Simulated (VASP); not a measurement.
# A VASP study of TiC (Khamrabaevite) (PBEsol): structure first, properties next, part 4 of 5

How well does PBEsol reproduce what experiment finds for TiC (Khamrabaevite)? The cell is relaxed first, and properties follow on it. Left out of this account: 1 further run (relaxation: it shows nothing beyond the runs told). The start is a cell from a database of measured crystal structures.

VASP 6.6.1; PBEsol; plane waves and PAW (Ti_sv, C).

So far. Step 10 (Volume scan with PBEsol, volume scale 1): The pressure falls from 5.53 to -0.06 GPa, so it vanishes between these two volumes.

### Step 11. Volume scan with PBEsol, volume scale 1.02

INCAR reads:

```
SYSTEM = TiC
PREC = Accurate
ENCUT = 520
EDIFF = 1E-06
NELM = 100
ISMEAR = 0
SIGMA = 0.05
LREAL = .FALSE.
ALGO = Normal
GGA = PS
NBANDS = 14
LASPH = .TRUE.
LORBIT = 11
LWAVE = .FALSE.
LCHARG = .FALSE.
KPAR = 2
ISIF = 2
```

POSCAR reads:

```
TiC
1.0
    0.0000000000      2.1616911001      2.1616911001
    2.1616911001      0.0000000000      2.1616911001
    2.1616911001      2.1616911001      0.0000000000
Ti C
1 1
Direct
    0.0000000000      0.0000000000      0.0000000000
    0.5000000000      0.5000000000      0.5000000000
```

KPOINTS reads:

```
Automatic mesh
0
Gamma
8 8 8
0 0 0
```

Potentials, in the order of the species: Ti_sv and C (PBE family, release 64).

The run is started by

```bash
$ mpirun -np 2 vasp_std
```

The program printed:

```text
[... set-up lines as in an earlier step ...]
 entering main loop
       N       E                     dE             d eps       ncg     rms          rms(c)
DAV:   1     0.119820870832E+03    0.11982E+03   -0.81675E+03   812   0.138E+03
DAV:   2    -0.168290992858E+02   -0.13665E+03   -0.12855E+03   872   0.358E+02
DAV:   3    -0.249126698670E+02   -0.80836E+01   -0.79233E+01  1088   0.839E+01
DAV:   4    -0.251994204404E+02   -0.28675E+00   -0.28659E+00   988   0.151E+01
[...]
DAV:  12    -0.197932972961E+02    0.11632E-04   -0.44730E-04   926   0.224E-01    0.593E-02
DAV:  13    -0.197932846507E+02    0.12645E-04   -0.37435E-05   974   0.466E-02    0.826E-03
DAV:  14    -0.197932837213E+02    0.92943E-06   -0.25203E-06   938   0.229E-02
   1 F= -.19793284E+02 E0= -.19792832E+02  d E =-.903879E-03
```

It took 5.6 s on 2 MPI ranks of AMD EPYC 7R43, shared host; peak memory 0.21 GiB.

Parts of OUTCAR (step 11):

```text
  Total       -0.6488592     -0.6488592     -0.6488592     -0.0000000     -0.0000000      0.0000000
  in kB      -51.4576775    -51.4576775    -51.4576775     -0.0000000     -0.0000000      0.0000000
  external PRESSURE =     -51.4576775 kB  Pullay stress =       0.0000000 kB

 POSITION                                       TOTAL-FORCE (eV/Angst)
 -----------------------------------------------------------------------------------
      0.00000      0.00000      0.00000         0.000000      0.000000     -0.000000
      2.16169      2.16169      2.16169         0.000000      0.000000      0.000000
 -----------------------------------------------------------------------------------
    total drift:                                0.000000     -0.000000     -0.000000

  FREE ENERGIE OF THE ION-ELECTRON SYSTEM (eV)
  ---------------------------------------------------
  free  energy   TOTEN  =       -19.7932837213 eV

  energy  without entropy=      -19.7923798426  energy(sigma->0) =      -19.79283178

[... 1 part as in an earlier step ...]

[... 2 further parts left out ...]
[key lines of the parts left out:]
E-fermi :   9.3363
```

The pressure falls from -0.06 to -5.15 GPa.

The run ends at a pressure of -5.15 GPa.

### Step 12. Volume scan with PBEsol, volume scale 1.04

INCAR is that of step 11.

POSCAR reads:

```
TiC
1.0
    0.0000000000      2.1757284486      2.1757284486
    2.1757284486      0.0000000000      2.1757284486
    2.1757284486      2.1757284486      0.0000000000
Ti C
1 1
Direct
    0.0000000000      0.0000000000      0.0000000000
    0.5000000000      0.5000000000      0.5000000000
```

KPOINTS is that of step 11.

The run is started by

```bash
$ mpirun -np 2 vasp_std
```

The program printed:

```text
[... set-up lines as in an earlier step ...]
 entering main loop
       N       E                     dE             d eps       ncg     rms          rms(c)
DAV:   1     0.121187292095E+03    0.12119E+03   -0.79370E+03   812   0.135E+03
DAV:   2    -0.162408860655E+02   -0.13743E+03   -0.12892E+03   860   0.354E+02
DAV:   3    -0.248435751897E+02   -0.86027E+01   -0.83753E+01  1094   0.856E+01
DAV:   4    -0.252313204189E+02   -0.38775E+00   -0.38754E+00  1026   0.165E+01
[...]
DAV:  13    -0.197752048959E+02    0.22125E-04   -0.10404E-04   926   0.919E-02    0.161E-02
DAV:  14    -0.197752022138E+02    0.26821E-05   -0.50689E-06   980   0.345E-02    0.496E-03
DAV:  15    -0.197752020167E+02    0.19711E-06   -0.45506E-07   514   0.103E-02
   1 F= -.19775202E+02 E0= -.19774765E+02  d E =-.874255E-03
```

Wall time 5.8 s (2 MPI ranks); peak memory 0.21 GiB; 11 s of CPU time.

Parts of OUTCAR (step 12):

```text
  Total       -1.2414502     -1.2414502     -1.2414502     -0.0000000      0.0000000      0.0000000
  in kB      -96.5596772    -96.5596772    -96.5596772     -0.0000000      0.0000000      0.0000000
  external PRESSURE =     -96.5596772 kB  Pullay stress =       0.0000000 kB

 POSITION                                       TOTAL-FORCE (eV/Angst)
 -----------------------------------------------------------------------------------
      0.00000      0.00000      0.00000        -0.000000      0.000000      0.000000
      2.17573      2.17573      2.17573         0.000000     -0.000000      0.000000
 -----------------------------------------------------------------------------------
    total drift:                                0.000000     -0.000000     -0.000000

  FREE ENERGIE OF THE ION-ELECTRON SYSTEM (eV)
  ---------------------------------------------------
  free  energy   TOTEN  =       -19.7752020167 eV

  energy  without entropy=      -19.7743277614  energy(sigma->0) =      -19.77476489

[... 1 part as in an earlier step ...]

[... 2 further parts left out ...]
[key lines of the parts left out:]
E-fermi :   9.1065
```

The pressure falls from -5.15 to -9.66 GPa.

The run ends at a pressure of -9.66 GPa.

### Step 13. Volume scan with PBEsol, volume scale 1.06

A prediction first. A parabola through the 6 pressures of evenly scaled cells so far, P = -0.08 -266.2 t +561 t² GPa with t = ln(V/V₁) and V₁ the volume at scale 1, gives -13.69 GPa at t = +0.0583.

INCAR is that of step 12.

POSCAR reads:

```
TiC
1.0
    0.0000000000      2.1895869653      2.1895869653
    2.1895869653      0.0000000000      2.1895869653
    2.1895869653      2.1895869653      0.0000000000
Ti C
1 1
Direct
    0.0000000000      0.0000000000      0.0000000000
    0.5000000000      0.5000000000      0.5000000000
```

KPOINTS is that of step 12.

The run is started by

```bash
$ mpirun -np 2 vasp_std
```

The program printed:

```text
[... set-up lines as in an earlier step ...]
 entering main loop
       N       E                     dE             d eps       ncg     rms          rms(c)
DAV:   1     0.119043620805E+03    0.11904E+03   -0.79974E+03   812   0.136E+03
DAV:   2    -0.169459833638E+02   -0.13599E+03   -0.12758E+03   878   0.349E+02
DAV:   3    -0.249252472416E+02   -0.79793E+01   -0.77917E+01  1122   0.835E+01
DAV:   4    -0.252530571923E+02   -0.32781E+00   -0.32761E+00   970   0.151E+01
[...]
DAV:  13    -0.197463719377E+02    0.47205E-04   -0.14544E-04   980   0.146E-01    0.303E-02
DAV:  14    -0.197463654582E+02    0.64795E-05   -0.17415E-05  1196   0.568E-02    0.207E-03
DAV:  15    -0.197463656289E+02   -0.17072E-06   -0.63703E-07   596   0.875E-03
   1 F= -.19746366E+02 E0= -.19745967E+02  d E =-.797885E-03
```

Run time: 6 s. Hardware: 2 MPI ranks; peak memory 0.22 GiB.

Parts of OUTCAR (step 13):

```text
  Total       -1.8144097     -1.8144097     -1.8144097      0.0000000     -0.0000000      0.0000000
  in kB     -138.4616041   -138.4616041   -138.4616041      0.0000000     -0.0000000      0.0000000
  external PRESSURE =    -138.4616041 kB  Pullay stress =       0.0000000 kB

 POSITION                                       TOTAL-FORCE (eV/Angst)
 -----------------------------------------------------------------------------------
      0.00000      0.00000      0.00000        -0.000000     -0.000000      0.000000
      2.18959      2.18959      2.18959         0.000000      0.000000     -0.000000
 -----------------------------------------------------------------------------------
    total drift:                                0.000000     -0.000000     -0.000000

  FREE ENERGIE OF THE ION-ELECTRON SYSTEM (eV)
  ---------------------------------------------------
  free  energy   TOTEN  =       -19.7463656289 eV

  energy  without entropy=      -19.7455677438  energy(sigma->0) =      -19.74596669

[... 1 part as in an earlier step ...]

[... 2 further parts left out ...]
[key lines of the parts left out:]
E-fermi :   8.8839
```

The pressure falls from -9.66 to -13.85 GPa. The parabola predicted -13.69 GPa, +0.16 GPa off.

### Step 14. Comparing the runs

Times are for 2 MPI ranks of AMD EPYC 7R43, shared host. The series side by side:

```
no.  volume scale  energy above the lowest point (meV/atom)  pressure (GPa)   time  memory (GiB)
  1          0.94                                     32.75           18.54  5.8 s          0.21
  2          0.96                                     14.06           11.70  5.8 s           0.2
  3          0.98                                       3.4           5.527  5.6 s          0.21
  4             1                                         0        -0.06437  5.6 s          0.21
  5          1.02                                      3.12          -5.146  5.6 s          0.21
  6          1.04                                     12.16          -9.656  5.8 s          0.21
  7          1.06                                     26.55          -13.85    6 s          0.22
```

### Step 15. Fit for PBEsol

This step: Birch-Murnaghan fit, PBEsol; plane waves and PAW (VASP 6.6.1).

This step runs nothing: it gathers the runs above.

This step gave:

* pressure derivative of the bulk modulus: 4.076
* r.m.s. error of the fit: 5.13e-6 eV/atom
* minimum inside the sampled range: yes
* bulk modulus: 264.3 GPa
* equilibrium volume of the fit: 9.904 Å³/atom

Table of energy above the fitted minimum by volume:

```
volume (Å³/atom)  energy above the fitted minimum (eV/atom)
           9.309                                     0.0328
           9.507                                     0.0141
           9.705                                    0.00341
           9.903                                     8.3e-6
          10.101                                    0.00313
          10.300                                     0.0122
          10.498                                     0.0266
```

The fitted volume lies +0.01 % from the relaxed one.

### Step 16. Independent-particle dielectric function (PBEsol)

This step: PBEsol; plane waves and PAW (Ti_sv, C) (VASP 6.6.1).

LOPTICS sums transitions from filled to empty bands. The mesh is finer than in the run before. NBANDS is raised for it.

Edit INCAR of step 13 so:

```diff
@@ -10,3 +10,3 @@
 GGA = PS
-NBANDS = 14
+NBANDS = 24
 LASPH = .TRUE.
@@ -16,2 +16,4 @@
 KPAR = 2
-ISIF = 2
+LOPTICS = .TRUE.
+NEDOS = 1500
+CSHIFT = 0.1
```

POSCAR reads:

```
TiC
1.0
    0.0000000000      2.1474690364      2.1474690364
    2.1474690364      0.0000000000      2.1474690364
    2.1474690364      2.1474690364      0.0000000000
Ti C
1 1
Direct
    0.0000000000      0.0000000000      0.0000000000
    0.5000000000      0.5000000000      0.5000000000
```

KPOINTS reads:

```
Automatic mesh
0
Gamma
11 11 11
0 0 0
```

The run is started by

```bash
$ mpirun -np 2 vasp_std
```

The program printed:

```text
[... set-up lines as in an earlier step ...]
 entering main loop
       N       E                     dE             d eps       ncg     rms          rms(c)
DAV:   1     0.124744274785E+03    0.12474E+03   -0.66378E+03  2736   0.798E+02
DAV:   2    -0.176786477464E+02   -0.14242E+03   -0.13047E+03  2952   0.247E+02
DAV:   3    -0.250503375781E+02   -0.73717E+01   -0.72679E+01  3384   0.547E+01
DAV:   4    -0.251625402852E+02   -0.11220E+00   -0.11217E+00  2968   0.682E+00
DAV:   5    -0.251634818421E+02   -0.94156E-03   -0.94155E-03  3288   0.588E-01    0.189E+01
DAV:   6    -0.203999490350E+02    0.47635E+01   -0.22644E+00  3840   0.351E+01    0.679E+00
DAV:   7    -0.198420530946E+02    0.55790E+00   -0.77694E-01  3096   0.117E+01    0.513E+00
DAV:   8    -0.198054113909E+02    0.36642E-01   -0.95158E-02  3416   0.408E+00    0.128E+00
DAV:   9    -0.198064863626E+02   -0.10750E-02   -0.33040E-02  2928   0.116E+00    0.925E-01
DAV:  10    -0.198038321698E+02    0.26542E-02   -0.22204E-03  3128   0.587E-01    0.644E-01
DAV:  11    -0.198019969198E+02    0.18353E-02   -0.88680E-04  3536   0.556E-01    0.200E-02
DAV:  12    -0.198020115406E+02   -0.14621E-04   -0.18350E-04  2856   0.102E-01    0.116E-02
DAV:  13    -0.198020099296E+02    0.16111E-05   -0.30838E-06  3296   0.146E-02    0.685E-03
DAV:  14    -0.198020107329E+02   -0.80328E-06   -0.53835E-07  2624   0.581E-03
   1 F= -.19802011E+02 E0= -.19801721E+02  d E =-.578829E-03
 optical routines
 imaginary and real dielectric function
 recalculating local potential from charge density
 direction            1
 direction            2
 direction            3
```

Elapsed: 15 s, on 2 MPI ranks; peak memory 0.28 GiB; 30 s of CPU time.

From OUTCAR (step 16):

```text
   k-points           NKPTS =     56   k-points in BZ     NKDIM =     56   number of bands    NBANDS=     24

   NELECT =      16.0000    total number of electrons

 E-fermi :   9.7144

 k-point     1 :       0.0000    0.0000    0.0000
  band No.  band energies     occupation
      1     -46.6574      2.00000
      2     -22.7698      2.00000
      3     -22.7698      2.00000
      4     -22.7698      2.00000
      5      -2.8827      2.00000
      6      10.2722      0.00000
      7      10.2722      0.00000
      8      10.2722      0.00000
      9      11.3404      0.00000
     10      11.3404      0.00000
    ...

  Total       -0.0029439     -0.0029439     -0.0029439      0.0000000     -0.0000000      0.0000000
  in kB       -0.2381363     -0.2381363     -0.2381363      0.0000000     -0.0000000      0.0000000
  external PRESSURE =      -0.2381363 kB  Pullay stress =       0.0000000 kB

 POSITION                                       TOTAL-FORCE (eV/Angst)
 -----------------------------------------------------------------------------------
      0.00000      0.00000      0.00000        -0.000000     -0.000000     -0.000000
      2.14747      2.14747      2.14747         0.000000      0.000000      0.000000
 -----------------------------------------------------------------------------------
    total drift:                                0.000000     -0.000000     -0.000000

  FREE ENERGIE OF THE ION-ELECTRON SYSTEM (eV)
  ---------------------------------------------------
  free  energy   TOTEN  =       -19.8020107329 eV

  energy  without entropy=      -19.8014319042  energy(sigma->0) =      -19.80172132

 plasma frequency squared (from intraband transitions) (eV^2)
  --------------------------------------------------------------------------------------
      24.697      -0.000       0.000
      -0.000      24.697      -0.000
       0.000       0.000      24.697

[... 7 parts as in an earlier step ...]

[... 9 further parts left out ...]
```

These are independent-particle spectra without excitons or local fields, and fine structure depends on the mesh and on CSHIFT. The intraband (Drude) part is not in this spectrum.

Numbers from this step:

```yaml
scf_cycles: 14
bands: 24
irreducible_k_points: 56
free_energy_toten: -19.80 eV
energy_at_zero_smearing: -19.80 eV
fermi_energy: 9.714 eV
pressure: -0.02381 GPa
```

The imaginary dielectric function, xx has structure finer than the step of the table below, so its rows give means over 1 eV, whole bins alone (the curve runs from 0 to 25.0 eV). Peaks (eV: height): 0.8: 74.8, 2.3: 24.8.

The imaginary dielectric function, xx by photon energy; means over each step:

```
photon energy (eV)  imaginary dielectric function, xx
                 1                               36.4
                 2                               17.6
                 3                               15.4
                 4                               13.6
                 5                               12.0
                 6                               8.84
                 7                               7.82
                 8                               4.70
                 9                               4.45
                10                               3.07
                11                               1.63
                12                               1.68
                13                               2.61
                14                               2.71
                15                               2.08
                16                               1.59
                17                               1.58
                18                               1.26
                19                               1.37
                20                              0.899
                21                              0.685
                22                              0.358
                23                              0.426
                24                              0.421
```

Real dielectric function, xx against photon energy:

photon energy (eV), real dielectric function, xx and a bar from the least value:
```
        0       56.4 ##############################
        1        2.9 ###
        2       16.3 ##########
        3        5.6 ####
        4        3.5 ###
        5        2.6 ###
        6       -2.8 
        7       -1.0 #
        8       -2.7 
        9       -1.6 #
       10       -2.3 
       11       -1.4 #
       12        0.6 ##
       13        1.3 ##
       14        0.1 ##
       15       -0.4 #
       16       -0.3 #
       17       -0.5 #
       18       -0.3 #
       19       -0.2 #
       20       -0.4 #
       21       -0.4 #
       22       -0.1 #
       23        0.2 ##
       24        0.3 ##
```

(Continued in part 5 of 5.)

[Lines on the potential files, build, host, timing and source positions are cut from VASP's logs without a mark.]

[Logs are printed without paths, hosts, clocks, repeated set-up lines and the standing remarks that a program may print on its own settings, such as how far it seeks lower states.]

[Hosts, paths, dates, database ids (printed as entryN), source tags and the programs' standing remarks are cut or masked in the printed files.]

[A measured line is paired with the nearest computed mode of its activity, which favours agreement.]
